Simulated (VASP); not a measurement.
Level of theory: PBEsol GGA, VASP's PBE PAW potentials (set 64) (plane waves; VASP).

A VASP calculation is set up with these files.

POSCAR:
```
BP
1
    0.0000000000     2.2700000000     2.2700000000
    2.2700000000     0.0000000000     2.2700000000
    2.2700000000     2.2700000000     0.0000000000
B P
1 1
Direct
  0.0000000000   0.0000000000   0.0000000000
  0.2500000000   0.2500000000   0.2500000000
```

INCAR:
```
# general
SYSTEM = BP
PREC   = Accurate
ENCUT  = 520
LREAL  = .FALSE.   # projection in real space or not
LASPH  = .TRUE.

# electronic loop
EDIFF  = 1E-6   # SCF stop (eV)
NELM   = 100   # most electronic steps
ALGO   = Normal   # blocked Davidson

# smearing
ISMEAR = 0   # Gaussian
SIGMA  = 0.05   # width (eV)

# functional
GGA    = PS

# ions
IBRION = 2   # conjugate gradients
NSW    = 60   # most ionic steps
ISIF   = 3   # ions, shape and volume
EDIFFG = -0.01   # ionic stop

# output
LWAVE  = .FALSE.
LCHARG = .FALSE.
```

### KPOINTS
```
Regular mesh
0
G
9 9 9
0 0 0
```

POTCAR, in this order: B P (PBE.64 set). Program: vasp_std.

Output of the run:

### OUTCAR
```
 ion  position               nearest neighbor table
   1  0.000  0.000  0.000-   2 1.97   2 1.97   2 1.97   2 1.97
   2  0.250  0.250  0.250-   1 1.97   1 1.97   1 1.97   1 1.97
  LATTYP: Found a face centered cubic cell.
 ALAT       =     4.5400000000
 Subroutine PRICEL returns:
 Original cell was already a primitive cell.
 Subroutine GETGRP returns: Found 24 space group operations
The static configuration has the point symmetry T_d .
The dynamic configuration has the point symmetry T_d .
 Subroutine INISYM returns: Found 24 space group operations
 Subroutine IBZKPT returns following result:
 Found     35 irreducible k-points:

 Following reciprocal coordinates:
            Coordinates               Weight
  0.000000  0.000000  0.000000      1.000000
  0.111111  0.000000  0.000000      8.000000
  0.222222  0.000000  0.000000      8.000000
  0.333333  0.000000  0.000000      8.000000
  0.444444  0.000000  0.000000      8.000000
  0.111111  0.111111  0.000000      6.000000
  0.222222  0.111111  0.000000     24.000000
  0.333333  0.111111  0.000000     24.000000
  0.444444  0.111111  0.000000     24.000000
 -0.444444  0.111111  0.000000     24.000000
 -0.333333  0.111111  0.000000     24.000000
 -0.222222  0.111111  0.000000     24.000000
 -0.111111  0.111111  0.000000     12.000000
  0.222222  0.222222  0.000000      6.000000
  0.333333  0.222222  0.000000     24.000000
  0.444444  0.222222  0.000000     24.000000
 -0.444444  0.222222  0.000000     24.000000
 -0.333333  0.222222  0.000000     24.000000
 -0.222222  0.222222  0.000000     12.000000
  0.333333  0.333333  0.000000      6.000000
  0.444444  0.333333  0.000000     24.000000
 -0.444444  0.333333  0.000000     24.000000
 -0.333333  0.333333  0.000000     12.000000
  0.444444  0.444444  0.000000      6.000000
...
```

**OSZICAR**
```
       N       E                     dE             d eps       ncg     rms          rms(c)
DAV:   1     0.831605258212E+01    0.83161E+01   -0.39979E+03   560   0.891E+02
DAV:   2    -0.141114540277E+02   -0.22428E+02   -0.21087E+02   816   0.109E+02
DAV:   3    -0.143767742491E+02   -0.26532E+00   -0.26532E+00   728   0.154E+01
DAV:   4    -0.143772723874E+02   -0.49814E-03   -0.49814E-03   856   0.664E-01
DAV:   5    -0.143772725823E+02   -0.19494E-06   -0.19488E-06   712   0.115E-02    0.700E+00
DAV:   6    -0.137793533082E+02    0.59792E+00   -0.15255E+00   592   0.662E+00    0.380E+00
DAV:   7    -0.136807929427E+02    0.98560E-01   -0.26689E-01   840   0.310E+00    0.119E+00
DAV:   8    -0.136711634070E+02    0.96295E-02   -0.27486E-02   600   0.112E+00    0.187E-01
DAV:   9    -0.136712751461E+02   -0.11174E-03   -0.49610E-04   784   0.204E-01    0.996E-02
DAV:  10    -0.136713337642E+02   -0.58618E-04   -0.12567E-04   632   0.832E-02    0.211E-02
DAV:  11    -0.136713378632E+02   -0.40990E-05   -0.40839E-06   824   0.184E-02    0.242E-02
DAV:  12    -0.136713381511E+02   -0.28790E-06   -0.13795E-06   320   0.720E-03
   1 F= -.13671338E+02 E0= -.13671338E+02  d E =-.136713E+02
       N       E                     dE             d eps       ncg     rms          rms(c)
DAV:   1    -0.136766234030E+02   -0.52855E-02   -0.14308E-01   632   0.301E+00    0.464E-01
DAV:   2    -0.136731562988E+02    0.34671E-02   -0.71374E-03   728   0.536E-01    0.243E-01
DAV:   3    -0.136722267405E+02    0.92956E-03   -0.20349E-03   664   0.260E-01    0.661E-02
DAV:   4    -0.136721657489E+02    0.60992E-04   -0.75637E-05   704   0.646E-02    0.516E-02
DAV:   5    -0.136721565451E+02    0.92037E-05   -0.19120E-05   752   0.307E-02    0.237E-02
DAV:   6    -0.136721571520E+02   -0.60685E-06   -0.44514E-07   296   0.561E-03
   2 F= -.13672157E+02 E0= -.13672157E+02  d E =-.819001E-03
       N       E                     dE             d eps       ncg     rms          rms(c)
DAV:   1    -0.136740592522E+02   -0.19027E-02   -0.25965E-02   632   0.128E+00    0.196E-01
DAV:   2    -0.136734251600E+02    0.63409E-03   -0.13238E-03   728   0.231E-01    0.103E-01
DAV:   3    -0.136732529727E+02    0.17219E-03   -0.36769E-04   664   0.110E-01    0.267E-02
DAV:   4    -0.136732389893E+02    0.13983E-04   -0.14587E-05   712   0.281E-02    0.210E-02
DAV:   5    -0.136732355281E+02    0.34612E-05   -0.32628E-06   680   0.127E-02    0.993E-03
DAV:   6    -0.136732351561E+02    0.37206E-06   -0.77828E-08   280   0.238E-03
   3 F= -.13673235E+02 E0= -.13673235E+02  d E =-.189700E-02
```

OUTCAR:
```
------------------------ aborting loop because EDIFF is reached ----------------------------------------
  FORCE on cell =-STRESS in cart. coord.  units (eV):
  Direction    XX          YY          ZZ          XY          YZ          ZX
  --------------------------------------------------------------------------------------
  Total        0.0005283      0.0005283      0.0005283      0.0000000      0.0000000     -0.0000000
  in kB        0.0366360      0.0366360      0.0366360      0.0000000      0.0000000     -0.0000000
  external PRESSURE =       0.0366360 kB  Pullay stress =       0.0000000 kB
  volume of cell :       23.10
      direct lattice vectors                 reciprocal lattice vectors
    -0.000000000  2.260548110  2.260548110    -0.221185295  0.221185295  0.221185295
     2.260548110  0.000000000  2.260548110     0.221185295 -0.221185295  0.221185295
     2.260548110  2.260548110  0.000000000     0.221185295  0.221185295 -0.221185295
  FREE ENERGIE OF THE ION-ELECTRON SYSTEM (eV)
  ---------------------------------------------------
  free  energy   TOTEN  =       -13.6732351561 eV

  energy  without entropy=      -13.6732351561  energy(sigma->0) =      -13.67323516

 reached required accuracy - stopping structural energy minimisation
```
(Selected blocks of OUTCAR.)

File CONTCAR:
```
BP
   1.00000000000000
    -0.0000000000000000    2.2605481102767540    2.2605481102767540
     2.2605481102767540    0.0000000000000000    2.2605481102767540
     2.2605481102767540    2.2605481102767540    0.0000000000000000
  B               P
     1     1
Direct
     0.0000000000000000    0.0000000000000000    0.0000000000000000
     0.2500000000000000    0.2500000000000000    0.2500000000000000
```

The compound is BP in the zinc blende structure. This run relaxes it. Symmetry was kept, so distortions that lower it aren't found.
